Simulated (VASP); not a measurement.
KH (relaxed from the zinc blende structure, space group F-43m): computed properties

Method: PBEsol GGA, VASP's PBE PAW potentials (set 64) (plane waves; VASP).

```
Property                                                                                                          Result
---------------------------------------------  -------------------------------------------------------------------------
space group                                                                                                  F-43m (216)
cell                                           a = 6.110 Å, b = 6.110 Å, c = 6.110 Å, α = 90.00°, β = 90.00°, γ = 90.00°
volume per atom                                                                                            28.51 Å³/atom
band gap (over mesh and band path)                                                                               3.55 eV
smallest direct gap (over mesh and band path)                                                                    3.64 eV
band-edge character                                                                                     indirect, X to L
density                                                                                                       1.17 g/cm³
```

```
CELL_PARAMETERS angstrom
      0.00000     3.05506     3.05506
      3.05506     0.00000     3.05506
      3.05506     3.05506     0.00000
ATOMIC_POSITIONS crystal
  K  0.00000 0.00000 0.00000
  H  0.25000 0.25000 0.25000
```

The structure was generated: KH was put into the zinc blende type (F-43m), which need not be its known phase. It was relaxed first, which changed the volume by +45 %. Symmetry was kept, so distortions that lower it aren't found.
